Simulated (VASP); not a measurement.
# NaGeF3 in VASP: one cell, several levels of theory, part 2 of 2

The system is NaGeF3 built on the cubic perovskite prototype, a generated structure that needn't be the ground state.

VASP 6.6.1, plane waves, PAW. The steps go on from the part before.

### Step 3. r2SCAN

INCAR

```
ENCUT = 520.000000
SIGMA = 0.020000
EDIFF = 1.00e-07
ALGO = Normal
METAGGA = R2SCAN
PREC = Accurate
IBRION = -1
ISIF = 2
ISMEAR = -1
NBANDS = 29
NELM = 120
NSW = 0
LASPH = .TRUE.
LCHARG = .TRUE.
LELF = .TRUE.
LWAVE = .FALSE.
LREAL = .FALSE.
```

KPOINTS

```
KPOINTS created by Atomic Simulation Environment
0
Gamma
6 6 6
0 0 0
```

KPOINTS_OPT

```
special points
4
Reciprocal
0.0000000000 0.0000000000 0.0000000000 1
0.0000000000 0.5000000000 0.0000000000 1
0.5000000000 0.5000000000 0.0000000000 1
0.5000000000 0.5000000000 0.5000000000 1
```

POSCAR

```
Na Ge F
 1.0000000000000000
     4.1302609449999999    0.0000000000000000    0.0000000000000000
     0.0000000000000000    4.1302609449999999    0.0000000000000000
     0.0000000000000000    0.0000000000000000    4.1302609449999999
 Na  Ge  F
   1   1   3
Cartesian
  0.0000000000000000  0.0000000000000000  0.0000000000000000
  2.0651304724999995  2.0651304724999995  2.0651304724999995
  2.0651304724999995  2.0651304724999995  0.0000000000000000
  2.0651304724999995  0.0000000000000000  2.0651304724999995
  0.0000000000000000  2.0651304724999995  2.0651304724999995
```

Started as:

```sh
mpirun -np 1 vasp_std
```

Printed to the terminal (iteration lines stand in OSZICAR):

```text
POSCAR found type information on POSCAR NaGeF
 POSCAR found :  3 types and       5 ions
 -----------------------------------------------------------------------------
|                                                                             |
|                                                                             |
|     You enforced a specific xc type in the INCAR file but a different       |
|     I HOPE YOU KNOW WHAT YOU ARE DOING!                                     |
|                                                                             |
 -----------------------------------------------------------------------------

 LDA part: xc-table for (None), standard interpolation
 POSCAR, INCAR and KPOINTS ok, starting setup
 FFT: planning ... GRIDC
 FFT: planning ... GRID_SOFT
 FFT: planning ... GRID
 WAVECAR not read
 entering main loop
 Start KPOINTS_OPT (optional k-point list driver)
k-point batch [1-4\4]
```

OSZICAR:

```text
N       E                     dE             d eps       ncg     rms          rms(c)
DAV:   1     0.486358721927E+03    0.48636E+03   -0.21782E+04  1445   0.287E+03
DAV:   2     0.275717574842E+02   -0.45879E+03   -0.43403E+03  1260   0.795E+02
DAV:   3    -0.453482793810E+02   -0.72920E+02   -0.72098E+02  1308   0.201E+02
DAV:   4    -0.487904504948E+02   -0.34422E+01   -0.34353E+01  1336   0.501E+01
DAV:   5    -0.488584251145E+02   -0.67975E-01   -0.67970E-01  1307   0.711E+00    0.768E+00
DAV:   6    -0.373653517928E+02    0.11493E+02   -0.26534E+00  1543   0.223E+01    0.245E+00
DAV:   7    -0.373672555412E+02   -0.19037E-02   -0.88153E-01  1422   0.849E+00    0.194E+00
DAV:   8    -0.374558358241E+02   -0.88580E-01   -0.52265E-01  1513   0.185E+01    0.191E+00
DAV:   9    -0.373745975363E+02    0.81238E-01   -0.22142E-01  1512   0.612E+00    0.290E-01
DAV:  10    -0.373749329007E+02   -0.33536E-03   -0.23767E-02  1579   0.205E+00    0.109E-01
DAV:  11    -0.373752678311E+02   -0.33493E-03   -0.33749E-03  1411   0.666E-01    0.659E-02
DAV:  12    -0.373751632016E+02    0.10463E-03   -0.41738E-04  1625   0.269E-01    0.108E-02
DAV:  13    -0.373751643228E+02   -0.11212E-05   -0.65636E-05  1533   0.129E-01    0.107E-02
DAV:  14    -0.373751622946E+02    0.20282E-05   -0.55954E-06  1549   0.290E-02    0.317E-03
DAV:  15    -0.373751615970E+02    0.69758E-06   -0.66834E-07  1394   0.130E-02    0.503E-04
DAV:  16    -0.373751616886E+02   -0.91612E-07   -0.68261E-08   721   0.218E-03
   1 F= -.37375162E+02 E0= -.37375161E+02  d E =-.730494E-06
       N       E                     dE             ncg
DAV:   1     0.160746289841E+04   -0.42706E+04      276
DAV:   2    -0.267508722354E+03   -0.18750E+04      269
DAV:   3    -0.543096035679E+03   -0.27559E+03      270
DAV:   4    -0.556459425282E+03   -0.13363E+02      278
DAV:   5    -0.556723972349E+03   -0.26455E+00      242
DAV:   6    -0.556731788421E+03   -0.78161E-02      270
DAV:   7    -0.556732121509E+03   -0.33309E-03      266
DAV:   8    -0.556732132195E+03   -0.10686E-04      278
DAV:   9    -0.556732132701E+03   -0.50593E-06      239
DAV:  10    -0.556732132720E+03   -0.19638E-07      131
```

Parts of OUTCAR:

```text
k-points           NKPTS =     20   k-points in BZ     NKDIM =     20   number of bands    NBANDS=     29

   NELECT =      42.0000    total number of electrons

   dimension x,y,z NGX =    32 NGY =   32 NGZ =   32
   dimension x,y,z NGXF=    64 NGYF=   64 NGZF=   64

  energy-cutoff  :      520.00
  volume of cell :       70.46
      direct lattice vectors                 reciprocal lattice vectors
     4.130260945  0.000000000  0.000000000     0.242115453  0.000000000  0.000000000
     0.000000000  4.130260945  0.000000000     0.000000000  0.242115453  0.000000000
     0.000000000  0.000000000  4.130260945     0.000000000  0.000000000  0.242115453

 k-points in reciprocal lattice and weights: KPOINTS created by Atomic Simulation Env
   0.00000000  0.00000000  0.00000000       0.005
   0.16666667  0.00000000  0.00000000       0.028
   0.33333333  0.00000000  0.00000000       0.028
   0.50000000  0.00000000  0.00000000       0.014
   0.16666667  0.16666667  0.00000000       0.056
   0.33333333  0.16666667  0.00000000       0.111
   0.50000000  0.16666667  0.00000000       0.056
   0.33333333  0.33333333  0.00000000       0.056
[... 12 more k-points ...]

 E-fermi :   5.5428

 k-point     1 :       0.0000    0.0000    0.0000
  band No.  band energies     occupation
      1     -23.4027      2.00000
      2     -23.2743      2.00000
      3     -23.2743      2.00000
      4     -23.0131      2.00000
      5     -23.0131      2.00000
      6     -23.0131      2.00000
      7     -21.9514      2.00000
      8     -21.9514      2.00000
      9     -21.9514      2.00000
     10     -21.2764      2.00000
     11     -21.2764      2.00000
     12      -5.4195      2.00000
     13      -5.4195      2.00000
     14      -5.4194      2.00000
     15      -2.6426      2.00000
     16      -2.6426      2.00000
     17      -2.6426      2.00000
     18      -2.6182      2.00000
     19      -2.6182      2.00000
     20      -2.6182      2.00000
     21      -1.7659      2.00000
     22       5.7123      0.00042
     23      11.0329      0.00000
     24      11.0329      0.00000
     25      11.0329      0.00000
     26      11.5864      0.00000
     27      11.5864      0.00000
     28      14.3020      0.00000
     29      14.3020      0.00000

 k-point     2 :       0.1667    0.0000    0.0000
  band No.  band energies     occupation
      1     -23.3867      2.00000
      2     -23.2734      2.00000
      3     -23.2180      2.00000
      4     -23.0129      2.00000
      5     -23.0129      2.00000
      6     -22.9989      2.00000
      7     -21.9521      2.00000
      8     -21.9521      2.00000
      9     -21.9514      2.00000
     10     -21.3845      2.00000
     11     -21.2759      2.00000
     12      -5.6307      2.00000
     13      -5.3658      2.00000
     14      -5.3658      2.00000
     15      -3.1222      2.00000
     16      -2.7003      2.00000
     17      -2.7003      2.00000
     18      -2.6793      2.00000
     19      -2.6265      2.00000
     20      -2.6265      2.00000
     21      -0.7248      2.00000
     22       5.9950      0.00000
     23       9.9030      0.00000
     24      10.9723      0.00000
     25      10.9723      0.00000
     26      11.8746      0.00000
     27      12.1822      0.00000
     28      13.6438      0.00000
     29      13.6438      0.00000

 k-point     3 :       0.3333    0.0000    0.0000
  band No.  band energies     occupation
      1     -23.3924      2.00000
      2     -23.2722      2.00000
      3     -23.0246      2.00000
      4     -23.0127      2.00000
      5     -23.0127      2.00000
      6     -22.9733      2.00000
      7     -21.9536      2.00000
      8     -21.9536      2.00000
      9     -21.9513      2.00000
     10     -21.6395      2.00000
     11     -21.2754      2.00000
     12      -5.9867      2.00000
     13      -5.2499      2.00000
     14      -5.2499      2.00000
     15      -3.5047      2.00000
     16      -2.8416      2.00000
     17      -2.8416      2.00000
     18      -2.7514      2.00000
     19      -2.6258      2.00000
     20      -2.6258      2.00000
     21       0.8468      2.00000
     22       6.4843      0.00000
     23       8.8560      0.00000
     24      10.8425      0.00000
     25      10.8425      0.00000
     26      11.3755      0.00000
     27      12.5346      0.00000
     28      13.0136      0.00000
     29      13.0136      0.00000

 k-point     4 :       0.5000    0.0000    0.0000
  band No.  band energies     occupation
      1     -23.4000      2.00000
      2     -23.2710      2.00000
      3     -23.0125      2.00000
      4     -23.0125      2.00000
      5     -22.9618      2.00000
      6     -22.8858      2.00000
      7     -21.9544      2.00000
      8     -21.9544      2.00000
      9     -21.9513      2.00000
     10     -21.8024      2.00000
     11     -21.2748      2.00000
     12      -6.1393      2.00000
     13      -5.1865      2.00000
     14      -5.1865      2.00000
     15      -3.6276      2.00000
     16      -2.9182      2.00000
     17      -2.9182      2.00000
     18      -2.7868      2.00000
     19      -2.6250      2.00000
     20      -2.6250      2.00000
     21       1.7061      2.00000
     22       6.4028      0.00000
     23       9.0336      0.00000
     24      10.2804      0.00000
     25      10.7744      0.00000
     26      10.7744      0.00000
     27      12.8093      0.00000
     28      12.8093      0.00000
     29      12.9276      0.00000

[... the tables of k-points 5 to 20 left out ...]

  Total        5.3255243      5.3255243      5.3255243     -0.0000000      0.0000000     -0.0000000
  in kB      121.0989778    121.0989778    121.0989778     -0.0000000      0.0000000     -0.0000000
  external PRESSURE =     121.0989778 kB  Pullay stress =       0.0000000 kB

 POSITION                                       TOTAL-FORCE (eV/Angst)
 -----------------------------------------------------------------------------------
      0.00000      0.00000      0.00000         0.000000      0.000000      0.000000
      2.06513      2.06513      2.06513         0.000000      0.000000      0.000000
      2.06513      2.06513      0.00000         0.000000      0.000000      0.000000
      2.06513      0.00000      2.06513         0.000000      0.000000      0.000000
      0.00000      2.06513      2.06513         0.000000      0.000000      0.000000
 -----------------------------------------------------------------------------------
    total drift:                                0.000000     -0.000000     -0.000000

  FREE ENERGIE OF THE ION-ELECTRON SYSTEM (eV)
  ---------------------------------------------------
  free  energy   TOTEN  =       -37.3751616886 eV

  energy  without entropy=      -37.3751609581  energy(sigma->0) =      -37.37516132
```

Hardware: 1 MPI rank of Intel Xeon 6975P-C, shared host.

The levels at the points of KPOINTS_OPT are read from vasprun.xml.

Band energies at the special points (eV, zero at the top of v, the last band that the electrons fill by count):

```csv
point,v−1,v,c,c+1
Γ,-7.99,-7.14,0.34,5.66
X,-8.00,-3.67,1.03,3.66
M,-7.48,-1.70,1.62,1.62
R,-7.48,0.00,1.34,1.34
```

The r2SCAN gap is 0.34 eV and indirect (R to Γ), with 1.34 eV as the least direct one. The pressure is 12.11 GPa; the forces vanish within 0.01 eV/Å.

Density in a lattice plane of the grid's cell (edges 4.13 and 4.13 Å, at 0.500 of the third edge), which holds Ge and F.

Ten even steps from '0' (0.01 e/Å³) to '9' (19.03 e/Å³):
```
000000000135553100000000
000000000012321000000000
000000000000100000000000
000000000000000000000000
000000000000000000000000
000000000000000000000000
100000000011211000000000
321000000124442100000012
553100001257875210000135
763100001368986310000136
553100001257875210000135
321000000124442100000012
100000000011211000000000
000000000000000000000000
000000000000000000000000
000000000000000000000000
000000000000100000000000
000000000012321000000000
000000000135553100000000
000000000136763100000000
```
Columns run along the first of these edges and rows up along the second, over one cell in 24 and 20 even steps from the bottom left corner. Atoms in the plane (fractional): Ge at (0.50, 0.50), F at (0.50, 0.00), F at (0.00, 0.50).

ELF in the same plane.

Ten even steps from ' ' (0.01) to '@' (0.99):
```
          ::==**##%%##******##%%##**==::        
          ..--++**##%%######%%##**++--..        
            ..::==++**######**++==::..          
::::..        ..::----======----::..        ..::
++==--::      ....::::::::::::::....      ::--==
####**==::......::----======----::......::==**##
%%%%##**==::..::==================::..::==**##%%
##%%%%##++--::--====----------====--::--++##%%%%
****####**--::--====--==++==--====--::--**####**
++**####**==::--==----**@@**----==--::==**####**
****####**--::--====--==++==--====--::--**####**
##%%%%##++--::--====----------====--::--++##%%%%
%%%%##**==::..::==================::..::==**##%%
####**==::......::----======----::......::==**##
++==--::      ....::::::::::::::....      ::--==
::::..        ..::----======----::..        ..::
            ..::==++**######**++==::..          
          ..--++**##%%######%%##**++--..        
          ::==**##%%##******##%%##**==::        
        ..--++**%%%%##**++**##%%%%**++--..      
```
Columns run along the first of these edges and rows up along the second, over one cell in 24 and 20 even steps from the bottom left corner. Atoms in the plane (fractional): Ge at (0.50, 0.50), F at (0.50, 0.00), F at (0.00, 0.50).

Both are smooth fields of the valence electrons: close to the nuclei they are not physical.

Outside the cores ELF peaks at 0.83 in the shell around F, 0.6 Å from F; 0.52 in the shell around Ge, 0.8 Å from Ge.

### Step 4. Results

This closing draws on all 2 parts.

| level | gap (eV) | pressure (GPa) | Ansatz: gap (eV) | Ansatz: pressure (GPa) |
| --- | --- | --- | --- | --- |
| PBE | 0.06 | 14.74 | 0.07 | 14.77 |
| r2SCAN | 0.34 | 12.11 | 0.32 | 12.29 |

What this shows: The gap runs from 0.06 eV (PBE) to 0.34 eV (r2SCAN). The pressure is highest with PBE (14.7 GPa) and lowest with r2SCAN (12.1 GPa), which orders the cells that they would relax to. The two programs agree on the gap within 0.03 eV, far less than the spread between functionals. The two codes have different PAW datasets and cutoffs. VASP's cell holds 42 valence electrons and Ansatz's 44.
